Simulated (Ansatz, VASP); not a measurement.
# Cross-check of AlNi3 between VASP and Ansatz, part 2 of 2

Wanted: the spread between two codes on one cell, functional and k mesh. The cell is a member of a volume series, scaled by 1.015 from a relaxed one, so a pressure remains. Other levels of theory on this material are compared in a session of their own.

VASP 6.6.1 and Ansatz 0.2.0.

So far: The structure; VASP: single point, PBE, volume scaled by 1.015.

## Step 3: Ansatz: single point, PBE, volume scaled by 1.015

Level of this step: Ansatz beside VASP: Kohn-Sham DFT, plane waves, PBE (Ansatz).

Ansatz runs on its default PAW (the set named soft_2) files.

The same cell, functional, mesh and smearing now go to Ansatz, which takes its cutoff from its data sets.

File input.yaml:

```yaml
crystal:
  lattice:
    - [3.58376044, 0.0, 0.0]
    - [0.0, 3.58376044, 0.0]
    - [0.0, 0.0, 3.58376044]
  atoms:
    - { symbol: Ni, position: [0.5, 0.5, 0.0], spin: 1.0 }
    - { symbol: Ni, position: [0.5, 0.0, 0.5], spin: 1.0 }
    - { symbol: Ni, position: [0.0, 0.5, 0.5], spin: 1.0 }
    - { symbol: Al, position: [0.0, 0.0, 0.0] }
hamiltonian:
  xc: pbe
  pseudopotentials: { kind: paw }
magnetization:
  spin_polarized: true
kpoints:
  mp_grid: { grid: [10, 10, 10] }
scf:
  occupations: { method: methfessel_paxton, width: 0.15 }
  n_extra_bands: 8
output:
  forces: true
  stress: true
  eigenvalues: true
```

Launch:

```console
$ ansatz run input.yaml --threads 2 --pin off --max-ram 4608MiB --backend cpu --events-out ev --progress --plain --runs-dir out
```

Numbers of over 12 decimals in the logs are rounded to 6 here.

Output:

```text
scf.n_extra_bands = 8 over 29 filled bands (N_el = 57.0): the run solves 37 bands
Engine: ansatz 0.2.0, aarch64-unknown-linux-gnu
Pseudopotentials: kind: paw
Pseudopotential: Ni, paw, valence charge 18, recommended cutoff 420 eV (normal), Ni.paw.azcp
Pseudopotential: Al, paw, valence charge 3, recommended cutoff 420 eV (normal), Al.paw.azcp
Functional definition: PBE
  parameter kappa = 0.804
  parameter beta = 0.066725
  exchange = pbe_x(kappa = kappa, mu = beta*pi^2/3)
  correlation = pbe_c(beta = beta)
Crystal: 4 atoms, lattice volume = 46.027 Å³
Basis set: ecut = 420 eV, 895 PW (Γ), exchange–correlation on 48×48×48 points (8 copies of the dense FFT grid, shifted against one another)
Bands: 37, of which v1, the nominal top of the filled ones, is band 29 counted from 1 (28 counted from 0)
Symmetry: 48 space group operations
Space group: Pm-3m (ITA 221), of the structure as read, at distance tolerance 3.6e-5 Å
Magnetic group: BNS 221.92 (UNI 1594), of the structure as read, at distance tolerance 3.6e-5 Å
k-points: 56 of 1000
Non-local potential: Ni, projectors of the file, l = 0: 3, l = 1: 2, l = 2: 3, l = 3: 1
Non-local potential: Al, projectors of the file, l = 0: 2, l = 1: 2, l = 2: 1
PAW form: soft (Blöchl's): semilocal exchange-correlation on the pseudo side does not see the compensation charge
PAW one-centre angular grid: Ni, 590 points (default); XC on 64 Gauss nodes
PAW one-centre angular grid: Al, 110 points (default); XC on 64 Gauss nodes
Initial density: superposition of atomic densities (chi_scale 0.1, normalization cell)
Starting moments: Σ|m| = 3 μB on 3 of 4 sites
Initial wavefunctions: pseudopotential atomic-orbital guess
Functional: x = pbe(κ = 0.804, μ = 0.219515), c = pbe(β = 0.066725)
iter 1 solved again at ethr=2.90e-3 eV; its pass at ethr=3.10e-3 eV (dr2=1.65e0 eV) is discarded
SCF iter   1: F=—  HF=-18055.758315 eV  |F-HF|=—  |Δ(HF+E_count)|=         —  Δρ=9.98e-2 (↑9.98e-2 ↓4.32e-2)  dr2=1.66e0  dr2_m=1.81e0  M=1.062 μB ∫|m|=1.325 μB  β_m=0.30  ethr=2.90e-3  ⟨swp⟩=1.2  Hψ=19795  notcnv=0
Mixer restart at iter 1: flushing history
preconditioner: auto → Kerker (q_TF=auto, 2.827 Å⁻¹)  [metal: Δε(μ)=0.002 eV  Ē_g=8.354 eV  σ=0.150 eV  W_gap=0.01  n_scr=18 (ndim 8)  ℏωp=31.4 eV  f_vac=0.000  D(μ)=3.13/eV (n_scr^D=32)]
spin=Collinear: Kerker preconditioning applied to the charge; magnetization (m = ρ↑ − ρ↓) channel mixes plain (no charge-response kernel on spin).
SCF iter   2: F=—  HF=-18055.419826 eV  |F-HF|=—  |Δ(HF+E_count)|=   3.38e-1  Δρ=6.40e-2 (↑3.70e-2 ↓6.40e-2)  dr2=4.25e-1  dr2_m=9.92e-1  M=1.023 μB ∫|m|=1.247 μB  β_m=0.42  ethr=2.90e-3  ⟨swp⟩=2.1  Hψ=6430  notcnv=0
SCF iter   3: F=—  HF=-18056.973237 eV  |F-HF|=—  |Δ(HF+E_count)|=    1.55e0  Δρ=4.65e-2 (↑2.18e-2 ↓4.65e-2)  dr2=4.20e-1  dr2_m=4.55e-1  M=0.928 μB ∫|m|=1.151 μB  β_m=0.63  ethr=7.46e-4  ⟨swp⟩=2.0  Hψ=6988  notcnv=0  defer=272
SCF iter   4: F=—  HF=-18058.469147 eV  |F-HF|=—  |Δ(HF+E_count)|=    1.50e0  Δρ=2.86e-2 (↑1.07e-2 ↓2.86e-2)  dr2=6.29e-1  dr2_m=3.85e-2  M=0.692 μB ∫|m|=0.897 μB  β_m=0.77  ethr=7.37e-4  ⟨swp⟩=2.3  Hψ=6605  notcnv=0  defer=272
SCF iter   5: F=—  HF=-18058.355812 eV  |F-HF|=—  |Δ(HF+E_count)|=   1.13e-1  Δρ=1.62e-2 (↑7.19e-3 ↓1.62e-2)  dr2=1.22e-1  dr2_m=1.02e-2  M=0.655 μB ∫|m|=0.830 μB  β_m=0.89  ethr=7.37e-4  ⟨swp⟩=2.5  Hψ=7326  notcnv=0  defer=279
SCF iter   6: F=—  HF=-18058.403770 eV  |F-HF|=—  |Δ(HF+E_count)|=   4.80e-2  Δρ=1.28e-3 (↑1.28e-3 ↓1.24e-3)  dr2=4.26e-3  dr2_m=7.09e-5  M=0.694 μB ∫|m|=0.879 μB  β_m=0.94  ethr=2.14e-4  ⟨swp⟩=2.0  Hψ=6804  notcnv=0  defer=280
SCF iter   7: F=—  HF=-18058.404181 eV  |F-HF|=—  |Δ(HF+E_count)|=   4.10e-4  Δρ=8.23e-4 (↑7.78e-4 ↓8.23e-4)  dr2=6.87e-4  dr2_m=7.15e-7  M=0.701 μB ∫|m|=0.888 μB  β_m=0.96  ethr=7.47e-6  ⟨swp⟩=2.3  Hψ=5193  notcnv=0  defer=280
SCF iter   8: F=—  HF=-18058.404286 eV  |F-HF|=—  |Δ(HF+E_count)|=   1.06e-4  Δρ=5.50e-4 (↑3.48e-4 ↓5.50e-4)  dr2=2.29e-4  dr2_m=4.77e-6  M=0.703 μB ∫|m|=0.891 μB  β_m=0.98  ethr=1.21e-6  ⟨swp⟩=2.0  Hψ=5683  notcnv=0  defer=281
SCF iter   9: F=—  HF=-18058.384678 eV  |F-HF|=—  |Δ(HF+E_count)|=         —  Δρ=2.51e-3 (↑2.22e-3 ↓2.51e-3)  dr2=2.00e-5  dr2_m=2.35e-3  M=0.752 μB ∫|m|=0.943 μB  β_m=0.98  ethr=4.02e-7  ⟨swp⟩=2.0  Hψ=5469  notcnv=0  defer=281
Mixer restart at iter 9: flushing history
iteration 9: the input's own smearing fills from here on; a Gaussian of 0.15 eV has filled iterations ahead of it
SCF iter  10: F=—  HF=-18058.385211 eV  |F-HF|=—  |Δ(HF+E_count)|=   5.32e-4  S|Δr|=    0.00e0  Δρ=1.10e-3 (↑1.10e-3 ↓8.81e-4)  dr2=1.79e-5  dr2_m=4.08e-4  M=0.763 μB ∫|m|=0.967 μB  β_m=0.99  ethr=3.51e-8  ⟨swp⟩=2.2  Hψ=7069  notcnv=0  defer=281
SCF iter  11: F=—  HF=-18058.385491 eV  |F-HF|=—  |Δ(HF+E_count)|=   2.81e-4  S|Δr|=    0.00e0  Δρ=1.24e-3 (↑7.00e-4 ↓1.24e-3)  dr2=9.93e-4  dr2_m=3.19e-5  M=0.771 μB ∫|m|=0.987 μB  β_m=0.64  ethr=3.15e-8  ⟨swp⟩=2.6  Hψ=7737  notcnv=0  defer=281
SCF iter  12: F=—  HF=-18058.385321 eV  |F-HF|=—  |Δ(HF+E_count)|=   1.71e-4  S|Δr|=    0.00e0  Δρ=9.10e-5 (↑8.40e-5 ↓9.10e-5)  dr2=4.15e-6  dr2_m=2.20e-6  M=0.770 μB ∫|m|=0.986 μB  β_m=0.82  ethr=3.15e-8  ⟨swp⟩=2.6  Hψ=7411  notcnv=0  defer=281
SCF iter  13: F=—  HF=-18058.385338 eV  |F-HF|=—  |Δ(HF+E_count)|=   1.68e-5  S|Δr|=    0.00e0  Δρ=7.48e-5 (↑7.48e-5 ↓9.76e-6)  dr2=1.45e-6  dr2_m=6.05e-7  M=0.769 μB ∫|m|=0.987 μB  β_m=0.91  ethr=7.28e-9  ⟨swp⟩=2.0  Hψ=5151  notcnv=0  defer=281
SCF iter  14: F=—  HF=-18058.385338 eV  |F-HF|=—  |Δ(HF+E_count)|=   4.33e-8  S|Δr|=    0.00e0  Δρ=2.23e-5 (↑2.23e-5 ↓1.34e-5)  dr2=3.36e-7  dr2_m=8.44e-9  M=0.769 μB ∫|m|=0.988 μB  β_m=0.87  ethr=2.54e-9  ⟨swp⟩=1.6  Hψ=4311  notcnv=0  defer=281
SCF iter  15: F=-18058.385338 eV  HF=-18058.385338 eV  |F-HF|=4.73e-10  |Δ(HF+E_count)|=   5.61e-8  S|Δr|=    0.00e0  Δρ=1.24e-6 (↑5.70e-7 ↓1.24e-6)  dr2=9.54e-10  dr2_m=2.44e-10  M=0.769 μB ∫|m|=0.988 μB  ethr=1.75e-10  ⟨swp⟩=8.3  Hψ=19520  notcnv=0
SCF 1 converged in 15 iterations: F = -18058.385338 eV  dr2 = 9.54e-10
  greatest PAW one-centre occupation: 1.001 electrons in one spin orbital (limit 2), on the Ni atom at site 2 (counted from 0), in its partial waves of l = 1
this state was not tested for a lower state beside it, because cold or Methfessel-Paxton smearing, or corrected tetrahedra, fill the levels in a way that the test cannot read (fill_not_monotonic; see scf.lower_state_search)
SCF converged after 15 iterations
Magnetization: 0.7691 μB (28.8846 up, 28.1154 down)
Absolute magnetization: 0.9882 μB (∫|ρ↑−ρ↓|, with the PAW one-centre terms)
Spin contamination: 0.0113 ħ² per cell (⟨S²⟩ above its minimum at these occupations)
Per-site moments (μB) at R_I (Å): [(0.288134, 1.045317), (0.288134, 1.045317), (0.288134, 1.045317), (-0.019299, 1.045317)]
Free energy (F): -18058.385338 eV
Harris-Foulkes:  -18058.385338 eV  (|F-HF|=4.73e-10)
Internal energy: -18058.387012 eV  (E = F + TS)
E sigma→0 (E₀):  -18058.385756 eV
Entropy (-TS):   0.001674 eV (0.418 meV/atom)
Fermi energy:    15.462984 eV
--- Per-component energies (eV) ---
  E_band       = -952.780738
  E_kinetic    = 875.040496
  E_local      = -12098.799658  (includes V_loc(G=0)·N_el)
  E_nonlocal   = 1918.172474
  E_hartree    = 5148.657124
  E_xc         = -295.767000
  E_vxc        = -359.153690  (∫ρ·V_xc dr)
  E_paw        = -5359.600781  (= ΣΔE_a)
  E_vpaw       = -1585.358802  (= ΣTr[D̂ρ^β])
  E_aug_tail   = 0.001578  (compensation charges beyond the density's cutoff)
  E_ewald      = -8246.091244
  E_smearing   = 0.001674  (= −TS)
  E_closure    = 0.000000  (closes the sum)
  Σ components = -18058.385338   (vs F -18058.385338, Δ=0.00e0)
--- Forces (eV/Å), atoms counted from 1 ---
  atom   1  Ni    -0.00000000    -0.00000000    -0.00000000
  atom   2  Ni    -0.00000000    -0.00000000    -0.00000000
  atom   3  Ni     0.00000000     0.00000000     0.00000000
  atom   4  Al    -0.00000000     0.00000000     0.00000000
  max |Σ_I F_I| component: 8.18e-29 eV/Å
--- Stress (GPa, compression-positive) ---
       -2.540872       0.000000       0.000000
        0.000000      -2.540872       0.000000
        0.000000       0.000000      -2.540872
  P = ⅓ Tr σ = -2.5409 GPa (-25.409 kbar)
--- Band table (eV; the first three rows and the last of 112) ---
  k-point 0 ↑: bands = [... 25 lower, 15.3373, 15.3373, 15.3373, 16.2788, 16.2788, 16.2788, 21.8520, 21.8520, ... 4 higher]
  k-point 1 ↑: bands = [... 25 lower, 15.0791, 15.1384, 15.3374, 15.7940, 16.6936, 16.6936, 21.8478, 22.1628, ... 4 higher]
  k-point 2 ↑: bands = [... 25 lower, 14.8891, 15.0189, 15.0207, 15.3377, 17.5029, 17.5029, 21.8358, 22.3570, ... 4 higher]
  k-point 55 ↓: bands = [... 25 lower, 14.6082, 14.6082, 15.2187, 15.5904, 15.5904, 15.5904, 18.8045, 19.5479, ... 4 higher]
```

The job ended after 10 s (2 threads of Arm Neoverse V1, shared host; peak memory 0.46 GiB).

The column dr2 measures how far the density is from self-consistency, as an energy; F and HF (Harris–Foulkes) agree once it is small.

The run ends at a pressure of -2.54 GPa.

## Step 4: Side by side

Known differences besides the potentials themselves: the data sets hold 57 valence electrons in Ansatz (default PAW (the set named soft_2) files) and 33 in VASP; the cutoff is 420 eV in Ansatz and 450 eV in VASP; site moments are counted in spheres of each program's own size. Total energies have different zeros and are not compared.

Compared:

| quantity | Ansatz | VASP | difference |
| --- | --- | --- | --- |
| pressure (GPa) | -2.54 | -2.54 | 0.00 |
| pressure without Ansatz's Pulay correction (GPa) | -2.60 | -2.54 | -0.06 |
| total moment (μB) | 0.77 | 0.75 | +0.02 |
| moment on Ni1 (μB) | 0.29 | 0.27 | +0.02 |
| moment on Ni2 (μB) | 0.29 | 0.27 | +0.02 |
| moment on Ni3 (μB) | 0.29 | 0.27 | +0.02 |

Ansatz's pressure holds a Pulay correction of 0.06 GPa; VASP's holds none.

## Step 5: Ansatz: single point, r2SCAN, volume scaled by 1.015

With cell and atoms fixed, the geometry can't cause a difference; cores, projectors, grids and the points listed under the comparison can. The cell compared in this pair holds 44.52 Å³, against 46.03 Å³ for the pair before.

The cell is a member of a volume series, scaled by 1.015 from a relaxed one, so a pressure remains.

input.yaml: that of step 3 with these lines changed.

```diff
@@ -2,5 +2,5 @@
   lattice:
-    - [3.58376044, 0.0, 0.0]
-    - [0.0, 3.58376044, 0.0]
-    - [0.0, 0.0, 3.58376044]
+    - [3.54418787, 0.0, 0.0]
+    - [0.0, 3.54418787, 0.0]
+    - [0.0, 0.0, 3.54418787]
   atoms:
@@ -11,3 +11,3 @@
 hamiltonian:
-  xc: pbe
+  xc: r2scan
   pseudopotentials: { kind: paw }
```

Output:

```text
[...]
Crystal: 4 atoms, lattice volume = 44.519 Å³
Basis set: ecut = 500 eV, 1141 PW (Γ), exchange–correlation on 108×108×108 points (64 copies of the dense FFT grid, shifted against one another)
Bands: 37, of which v1, the nominal top of the filled ones, is band 29 counted from 1 (28 counted from 0)
Symmetry: 48 space group operations
[...]
k-point 1 ↑: bands = [... 25 lower, 15.3078, 15.4168, 15.5565, 16.2852, 17.2290, 17.2290, 22.6752, 23.1001, ... 4 higher]
  k-point 2 ↑: bands = [... 25 lower, 15.1248, 15.2912, 15.3789, 15.5567, 18.0833, 18.0833, 22.6416, 23.4450, ... 4 higher]
  k-point 55 ↓: bands = [... 25 lower, 14.9645, 14.9645, 15.4752, 16.2198, 16.2198, 16.2198, 19.7904, 20.4572, ... 4 higher]
[key lines of the parts left out:]
SCF converged after 19 iterations
Magnetization: 0.9309 μB (28.9654 up, 28.0346 down)
Free energy (F): -18077.972008 eV
Fermi energy:    16.008050 eV
P = ⅓ Tr σ = -2.9946 GPa (-29.946 kbar)
```

Wall time 28 s (2 threads); peak memory 0.56 GiB; 54 s of CPU time.

The run ends at a pressure of -2.99 GPa.

## Step 6: VASP: single point, r2SCAN, volume scaled by 1.015

The same cell, functional, mesh and smearing now go to VASP, with its own data sets and cutoff.

The input asks for a relaxation, which ended at its first step since no free force or stress exceeded the threshold; so it serves as a single point.

File INCAR:

```
SYSTEM = AlNi3
PREC = Accurate
ENCUT = 450
EDIFF = 1E-06
NELM = 100
ISMEAR = 1
SIGMA = 0.15
LREAL = .FALSE.
ALGO = Normal
METAGGA = R2SCAN
LASPH = .TRUE.
NBANDS = 26
ISPIN = 2
MAGMOM = 1 1 1 0
LMAXMIX = 4
LORBIT = 11
LWAVE = .FALSE.
LCHARG = .FALSE.
KPAR = 8
IBRION = 2
NSW = 30
ISIF = 4
EDIFFG = -0.01
```

File POSCAR:

```
AlNi3
1.0
    3.5441878720      0.0000000000      0.0000000000
    0.0000000000      3.5441878720      0.0000000000
    0.0000000000      0.0000000000      3.5441878720
Ni Al
3 1
Direct
    0.5000000000      0.5000000000      0.0000000000
    0.5000000000      0.0000000000      0.5000000000
    0.0000000000      0.5000000000      0.5000000000
    0.0000000000      0.0000000000      0.0000000000
```

File KPOINTS:

```
Automatic mesh
0
Gamma
10 10 10
0 0 0
```

The projector-augmented-wave data sets are Ni and Al (PBE family, release 64).

Launch:

```console
$ mpirun -np 8 vasp_std
```

Output:

```text
[banner, memory and clock lines left out]
running    8 mpi-ranks, on    1 nodes
[...]
[... a notice as in an earlier step ...]

|                                                                             |
|               ----> ADVICE to this user running VASP <----                  |
|                                                                             |
|     You enforced a specific xc type in the INCAR file but a different       |
|     [... a line on the potential file left out ...]
|     I HOPE YOU KNOW WHAT YOU ARE DOING!                                     |
|                                                                             |

 LDA part: xc-table for (None), standard interpolation
 POSCAR, INCAR and KPOINTS ok, starting setup
[...]
entering main loop
       N       E                     dE             d eps       ncg     rms          rms(c)
DAV:   1     0.159759141829E+03    0.15976E+03   -0.13534E+04  5944   0.154E+03
DAV:   2    -0.416337045840E+02   -0.20139E+03   -0.18812E+03  5836   0.297E+02
DAV:   3    -0.519432556671E+02   -0.10310E+02   -0.98419E+01  6480   0.897E+01
DAV:   4    -0.521104111383E+02   -0.16716E+00   -0.16696E+00  6960   0.106E+01
[...]
DAV:  13    -0.442960394515E+02    0.70440E-05   -0.30094E-05  7178   0.840E-02    0.138E-02
DAV:  14    -0.442960406110E+02   -0.11595E-05   -0.33693E-06  5642   0.222E-02    0.488E-03
DAV:  15    -0.442960408536E+02   -0.24253E-06   -0.66673E-07  3214   0.949E-03
   1 F= -.44296041E+02 E0= -.44296511E+02  d E =-.442960E+02  mag=     0.9001
[...]
reached required accuracy - stopping structural energy minimisation
```

Parts of OUTCAR (step 6):

```text
  Total       -0.8398230     -0.8398230     -0.8398230     -0.0000000      0.0000000      0.0000000
  in kB      -30.2237362    -30.2237362    -30.2237362     -0.0000000      0.0000000      0.0000000
  external PRESSURE =     -30.2237362 kB  Pullay stress =       0.0000000 kB

 POSITION                                       TOTAL-FORCE (eV/Angst)
 -----------------------------------------------------------------------------------
      1.77209      1.77209      0.00000         0.000000      0.000000      0.000000
      1.77209      0.00000      1.77209         0.000000      0.000000      0.000000
      0.00000      1.77209      1.77209         0.000000      0.000000      0.000000
      0.00000      0.00000      0.00000         0.000000      0.000000      0.000000
 -----------------------------------------------------------------------------------
    total drift:                                0.000000      0.000000      0.000000

  FREE ENERGIE OF THE ION-ELECTRON SYSTEM (eV)
  ---------------------------------------------------
  free  energy   TOTEN  =       -44.2960408536 eV

  energy  without entropy=      -44.2974509033  energy(sigma->0) =      -44.29651087

 magnetization (x)
# of ion       s       p       d       tot
------------------------------------------
    1       -0.008  -0.026   0.370   0.337
    2       -0.008  -0.026   0.370   0.337
    3       -0.008  -0.026   0.370   0.337
    4       -0.002  -0.015   0.000  -0.017
--------------------------------------------------
tot         -0.025  -0.092   1.111   0.995

[... 2 parts as in an earlier step ...]

[... 2 further parts left out ...]
[key lines of the parts left out:]
E-fermi :   9.5898
```

## Step 7: Differences

What differs besides the data sets and the points named for the pairs above, as far as they apply: VASP keeps PBE cores, Ansatz makes them for the functional; the cutoff is 500 eV in Ansatz and 450 eV in VASP. Total energies have different zeros and are not compared.

The two programs side by side:

```
                                        quantity  Ansatz   VASP  difference
                                  pressure (GPa)   -2.99  -3.02       +0.03
pressure without Ansatz's Pulay correction (GPa)   -3.13  -3.02       -0.11
                               total moment (μB)    0.93   0.90       +0.03
                              moment on Ni1 (μB)    0.37   0.34       +0.04
                              moment on Ni2 (μB)    0.37   0.34       +0.04
                              moment on Ni3 (μB)    0.37   0.34       +0.04
```

Ansatz's pressure holds a Pulay correction of 0.14 GPa; VASP's holds none.

## Step 8: What came out

```yaml
difference_in_total_moment_single_point_pbe_volume_scaled_by_1p015: 0.017 μB
difference_in_total_moment_single_point_r2scan_volume_scaled_by_1p015: 0.031 μB
```

**Reading.** The difference in total moment is 0.017 μB (single point, PBE, volume scaled by 1.015). 6 further runs of this series are not shown here. How closely two codes agree says nothing of how well the functional describes the real material.

[Lines on the potential files, build, host, timing and source positions are cut from VASP's logs without a mark.]

[Logs are printed without paths, hosts, clocks, repeated set-up lines and the standing remarks that a program may print on its own settings, such as how far it seeks lower states.]

[Hosts, paths, dates, database ids (printed as entryN), source tags and the programs' standing remarks are cut or masked in the printed files.]
